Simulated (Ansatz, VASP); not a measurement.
# Sb (Antimony): VASP beside Ansatz, part 2 of 2

Aim: how closely do two programs agree when they are given the same cell, functional and k mesh? The structure shown is the start of the Ansatz relaxation below; VASP solves that cell, so the two are compared at the walk's first step.

VASP 6.6.1 and Ansatz 0.2.0.

So far. Step 3 (VASP: single point, LDA, start cell, pair 1): The run ends at a pressure of -2.88 GPa, with forces up to 0.010 eV/Å.

### 7. VASP: single point, LDA, start cell, pair 2

Level of this step: LDA; plane waves and PAW (Sb) (VASP).

The same cell, functional (in two slightly different forms), mesh and smearing now go to VASP, with its own data sets.

Contents of INCAR:

```
SYSTEM = Sb
PREC = Accurate
ENCUT = 400
EDIFF = 1E-06
NELM = 120
ISMEAR = 1
SIGMA = 0.2
LREAL = .FALSE.
ALGO = Normal
GGA = PW92
NBANDS = 11
LORBIT = 11
LWAVE = .FALSE.
LCHARG = .FALSE.
ISIF = 2
LASPH = .TRUE.
GGA_COMPAT = .FALSE.
KPAR = 2
```

Contents of POSCAR:

```
Sb
1.0
    2.1524280000      1.2427050000      3.5812180000
   -2.1524280000      1.2427050000      3.5812180000
    0.0000000000     -2.4854100000      3.5812180000
Sb
2
Direct
    0.2362887896      0.2362887896      0.2362887896
    0.7637112104      0.7637112104      0.7637112104
```

Contents of KPOINTS:

```
Automatic mesh
0
Gamma
12 12 12
0 0 0
```

The projector-augmented-wave data sets are Sb (LDA family, release 64).

Launch:

```bash
$ mpirun -np 2 vasp_std
```

Numbers of over 12 decimals in the logs are rounded to 6 here.

Log:

```text
[banner, memory and clock lines left out]
running    2 mpi-ranks, on    1 nodes
[...]
[... a notice as in an earlier step ...]

 LDA part: xc-table for (Slater(with rela. corr.)+PW92), standard interpolation
 POSCAR, INCAR and KPOINTS ok, starting setup
[...]
entering main loop
       N       E                     dE             d eps       ncg     rms          rms(c)
DAV:   1     0.313985925765E+02    0.31399E+02   -0.31021E+03  4158   0.582E+02
DAV:   2    -0.795378779943E+01   -0.39352E+02   -0.38238E+02  5710   0.106E+02
DAV:   3    -0.962452872527E+01   -0.16707E+01   -0.16494E+01  5018   0.250E+01
DAV:   4    -0.963934877755E+01   -0.14820E-01   -0.14819E-01  4657   0.282E+00
[...]
DAV:   8    -0.961435743712E+01   -0.28626E-05   -0.25108E-04  4731   0.111E-01    0.182E-02
DAV:   9    -0.961436110459E+01   -0.36675E-05   -0.16709E-05  4686   0.251E-02    0.755E-03
DAV:  10    -0.961436076955E+01    0.33504E-06   -0.17133E-06  3064   0.732E-03
   1 F= -.96143608E+01 E0= -.96150535E+01  d E =0.207807E-02
```

OUTCAR, selected parts (step 7):

```text
  Total        0.2715107      0.2715107      0.5455158      0.0000000      0.0000000      0.0000000
  in kB        7.5686567      7.5686581     15.2068482      0.0000000      0.0000000      0.0000000
  external PRESSURE =      10.1147210 kB  Pullay stress =       0.0000000 kB

 POSITION                                       TOTAL-FORCE (eV/Angst)
 -----------------------------------------------------------------------------------
      0.00000      0.00000      2.53860         0.000000     -0.000000      0.119024
      0.00000      0.00000      8.20505         0.000000      0.000000     -0.119024
 -----------------------------------------------------------------------------------
    total drift:                               -0.000000      0.000000     -0.000000

  FREE ENERGIE OF THE ION-ELECTRON SYSTEM (eV)
  ---------------------------------------------------
  free  energy   TOTEN  =        -9.6143607695 eV

  energy  without entropy=       -9.6164388374  energy(sigma->0) =       -9.61505346

[... 1 part as in an earlier step ...]

[... 2 further parts left out ...]
[key lines of the parts left out:]
E-fermi :   7.6588
```

The run ends at a pressure of 1.01 GPa, with forces up to 0.12 eV/Å.

### 8. Differences

What differs besides the data sets and the points named for the pairs above, as far as they apply: the data sets hold 30 valence electrons in Ansatz (on its PAW soft_1 files) and 10 in VASP. Total energies have different zeros and are not compared.

Forces (eV/Å; atoms numbered as in POSCAR):

| atom | Ansatz x, y, z | VASP x, y, z |
| --- | --- | --- |
| Sb1 | 0.000, 0.000, 0.059 | 0.000, 0.000, 0.119 |
| Sb2 | 0.000, 0.000, -0.059 | 0.000, 0.000, -0.119 |

The forces differ by 35 meV/Å r.m.s., which is 50.3 % of the r.m.s. force of 0.069 eV/Å (both taken over all components).

### 9. Ansatz: relaxation, LDA

The two programs are compared at the cell with which this relaxation starts, whose forces are those of its first step. The cell compared in this pair holds 57.81 Å³, against 57.47 Å³ for the pair before.

The structure compared here is the start of the Ansatz relaxation; VASP solves that cell, so the two are compared at the walk's first step.

Contents of input.yaml:

```yaml
crystal:
  lattice:
    - [2.1477240465, 1.2399890564, 3.6177609736]
    - [-2.1477240465, 1.2399890564, 3.6177609736]
    - [0.0, -2.4799781127, 3.6177609736]
  atoms:
    - { symbol: Sb, position: [0.2358116615, 0.2358116615, 0.2358116615] }
    - { symbol: Sb, position: [0.7641883385, 0.7641883385, 0.7641883385] }
  conventional_axes: [[1, -1, 0], [0, 1, -1], [1, 1, 1]]
kpoints:
  mp_grid: { grid: [12, 12, 12] }
hamiltonian:
  xc: lda
  pseudopotentials: { kind: paw, azcp: { folder: soft_1 }, xc_functional: pbe }
scf:
  occupations: { method: methfessel_paxton, width: 0.2 }
output:
  forces: true
  stress: true
  eigenvalues: true
relax:
  adjacent_minimum: "off"
  f_tol: 0.001
  max_steps: 60
  cell: { stress_tol: 0.01, fix: [c, angles] }
```

Launch:

```bash
$ ansatz run input.yaml --threads 4 --pin off --max-ram 10240MiB --backend cpu --events-out ev --progress --plain --runs-dir out
```

Log:

```text
[...]
Crystal: 2 atoms, lattice volume = 57.808 Å³
Basis set: ecut = 420 eV, 1135 PW (Γ)
Bands: 19, of which v1, the nominal top of the filled ones, is band 15 counted from 1 (14 counted from 0)
Symmetry: 4 space group operations
k-points: 476 of 1728
[...]
k-point 475: bands = [... 11 lower, 1.2348, 9.2415, 9.2415, 10.0159, 10.4083, 10.4083, 11.4039, 18.0293]
--- Relaxed structure (3 steps of the walk, 3 accepted, 1 SCFs on fresh bases) ---
[...]
cell:  # Å, volume = 58.0614 Å³
    - [2.152428, 1.242705, 3.617761]
    - [-2.152428, 1.242705, 3.617761]
    - [2.7867359256585646e-19, -2.485410, 3.617761]
  atoms:
    - { symbol: Sb, position: [0.236289, 0.236289, 0.236289] }
    - { symbol: Sb, position: [0.763711, 0.763711, 0.763711] }
[key lines of the parts left out:]
SCF converged after 6 iterations
Free energy (F): -12671.767069 eV
Fermi energy:    10.488003 eV
P = ⅓ Tr σ = 0.1476 GPa (1.476 kbar)
```

### 10. VASP: single point, LDA, start cell, pair 3

The same cell, functional (in two slightly different forms), mesh and smearing now go to VASP, with its own data sets.

INCAR is that of step 7.

Contents of POSCAR:

```
Sb
1.0
    2.1477240000      1.2399890000      3.6177610000
   -2.1477240000      1.2399890000      3.6177610000
    0.0000000000     -2.4799780000      3.6177610000
Sb
2
Direct
    0.2358116894      0.2358116894      0.2358116894
    0.7641883106      0.7641883106      0.7641883106
```

KPOINTS is that of step 7.

Launch:

```bash
$ mpirun -np 2 vasp_std
```

Log:

```text
[... set-up lines as in an earlier step ...]
 entering main loop
       N       E                     dE             d eps       ncg     rms          rms(c)
DAV:   1     0.304313582046E+02    0.30431E+02   -0.30959E+03  4158   0.583E+02
DAV:   2    -0.798509730606E+01   -0.38416E+02   -0.37290E+02  5551   0.105E+02
DAV:   3    -0.962667976033E+01   -0.16416E+01   -0.16215E+01  4970   0.246E+01
DAV:   4    -0.964216552474E+01   -0.15486E-01   -0.15455E-01  4676   0.284E+00
[...]
DAV:   8    -0.961660619873E+01   -0.39579E-05   -0.25170E-04  4653   0.112E-01    0.183E-02
DAV:   9    -0.961661000088E+01   -0.38021E-05   -0.16845E-05  4788   0.252E-02    0.749E-03
DAV:  10    -0.961660965874E+01    0.34214E-06   -0.17239E-06  2990   0.735E-03
   1 F= -.96166097E+01 E0= -.96173647E+01  d E =0.226510E-02
```

OUTCAR, selected parts (step 10):

```text
  Total        0.2703156      0.2703156      0.3754359      0.0000000      0.0000000     -0.0000000
  in kB        7.4919406      7.4919403     10.4054045      0.0000000      0.0000000     -0.0000000
  external PRESSURE =       8.4630951 kB  Pullay stress =       0.0000000 kB

 POSITION                                       TOTAL-FORCE (eV/Angst)
 -----------------------------------------------------------------------------------
      0.00000      0.00000      2.55933         0.000000     -0.000000      0.123942
      0.00000      0.00000      8.29395         0.000000      0.000000     -0.123942
 -----------------------------------------------------------------------------------
    total drift:                               -0.000000     -0.000000      0.000000

  FREE ENERGIE OF THE ION-ELECTRON SYSTEM (eV)
  ---------------------------------------------------
  free  energy   TOTEN  =        -9.6166096587 eV

  energy  without entropy=       -9.6188747616  energy(sigma->0) =       -9.61736469

[... 1 part as in an earlier step ...]

[... 2 further parts left out ...]
[key lines of the parts left out:]
E-fermi :   7.6206
```

The run ends at a pressure of 0.85 GPa, with forces up to 0.12 eV/Å.

### 11. Differences

What differs besides the data sets and the points named for the pairs above, as far as they apply: the data sets hold 30 valence electrons in Ansatz (on its PAW soft_1 files) and 10 in VASP. Total energies have different zeros and are not compared.

Forces (eV/Å; atoms numbered as in POSCAR):

| atom | Ansatz x, y, z | VASP x, y, z |
| --- | --- | --- |
| Sb1 | 0.000, 0.000, 0.062 | 0.000, 0.000, 0.124 |
| Sb2 | 0.000, 0.000, -0.062 | 0.000, 0.000, -0.124 |

The forces differ by 36 meV/Å r.m.s., which is 50.3 % of the r.m.s. force of 0.072 eV/Å (both taken over all components).

### 12. Outcome

* r.m.s. force difference (single point, LDA, start cell, pair 1): 24 meV/Å
* r.m.s. force difference (single point, LDA, start cell, pair 2): 35 meV/Å
* r.m.s. force difference (single point, LDA, start cell, pair 3): 36 meV/Å

In words: The r.m.s. force difference is 36 meV/Å (single point, LDA, start cell, pair 3), beyond the 12 meV/Å picked in this series as the mark of a large difference. The data sets hold unlike numbers of valence electrons (30 in Ansatz and 10 in VASP), so part of the differences may come from the potentials. Single point, LDA, start cell, pair 1, VASP with the data sets Sb_d_GW: r.m.s. force difference goes from 24 to 9.3 meV/Å. What causes the difference of the single point, LDA, start cell, pair 2 pair stays open here. What causes the difference of the single point, LDA, start cell, pair 3 pair stays open here. 9 further pairs of this series are not shown here. How closely two codes agree says nothing of how well the functional describes the real material.

[Lines on the potential files, build, host, timing and source positions are cut from VASP's logs without a mark.]

[Logs are printed without paths, hosts, clocks, repeated set-up lines and the standing remarks that a program may print on its own settings, such as how far it seeks lower states.]

[Hosts, paths, dates, database ids (printed as entryN), source tags and the programs' standing remarks are cut or masked in the printed files.]
